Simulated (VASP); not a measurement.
The system is AlGa3O6.

```
Ga Al O
1.0
    -2.46588    4.27103    0.00000
    -4.93176    0.00000    0.00000
    -2.46588    1.42368    4.48740
Ga Al O
3 1 6
Cartesian
  -4.9318 2.8474 4.2348
  -2.4659 1.4237 2.4963
  -7.3976 4.2710 1.9911
  -4.9318 2.8474 0.2526
  -3.9757 1.4237 1.1218
  -3.2208 2.9635 3.3655
  -6.6427 2.7312 1.1218
  -4.1768 4.3871 1.1218
  -5.6867 1.3076 3.3655
  -5.8878 4.2710 3.3655
```

The cell comes from a database or a generator and needn't be the stable form of this composition.

| Property | Result |
| --- | --- |
| Program | VASP 6.6.1 |
| Task | relaxation of cell and atoms |
| Functional | PBEsol |
| Potentials or basis | VASP PAW PBE potentials, release 64 (Ga_d, Al, O) |
| Cutoff | 600 eV |
| k mesh | 6 × 6 × 6 |
| Occupations | gaussian, width 0.02 eV |
| Spin | no spin polarisation |

At the start: pressure 0.3 GPa; volume 9.45 Å³/atom.

Question: Where does the relaxation end?

Answer: Over 13 steps the energy falls by 21.6 meV/atom and the volume is 9.42 Å³/atom (-0.3 %); space group R3 (No. 146, to 0.05 Å).

The path:
```tsv
step	energy change (eV)	largest force (eV/Å)	pressure (GPa)	volume (Å³)
1	0.0000	1.0521	0.29	94.52
2	-0.1693	0.5293	-0.95	94.76
3	-0.1698	0.5276	-1.03	94.77
4	-0.2023	0.3134	0.71	93.96
5	-0.2057	0.2140	1.60	93.59
6	-0.2135	0.1139	-0.99	94.60
7	-0.2145	0.1128	-0.29	94.33
8	-0.2158	0.0245	0.10	94.16
9	-0.2158	0.0162	-0.05	94.19
10	-0.2158	0.0167	-0.02	94.18
11	-0.2159	0.0063	0.08	94.16
12	-0.2159	0.0072	0.05	94.16
13	-0.2159	0.0043	-0.06	94.20
```

Final structure:
```yaml
crystal:
  lattice:
    - [-2.47322, 4.28374, 0.00000]
    - [-4.94644, 0.00000, 0.00000]
    - [-2.47322, 1.42791, 4.44554]
  atoms:
    - { symbol: Ga, position: [0.35526, 0.35526, 0.93421] }
    - { symbol: Ga, position: [0.14446, 0.14446, 0.56663] }
    - { symbol: Ga, position: [0.85926, 0.85926, 0.42223] }
    - { symbol: Al, position: [0.64955, 0.64955, 0.05136] }
    - { symbol: O, position: [0.26404, 0.55229, 0.25007] }
    - { symbol: O, position: [0.44704, 0.04303, 0.75845] }
    - { symbol: O, position: [0.55229, 0.93361, 0.25007] }
    - { symbol: O, position: [0.93361, 0.26404, 0.25007] }
    - { symbol: O, position: [0.04303, 0.75148, 0.75845] }
    - { symbol: O, position: [0.75148, 0.44704, 0.75845] }
```

Caveat: the PAW data sets were made with another functional, which shifts forces and pressure a little.
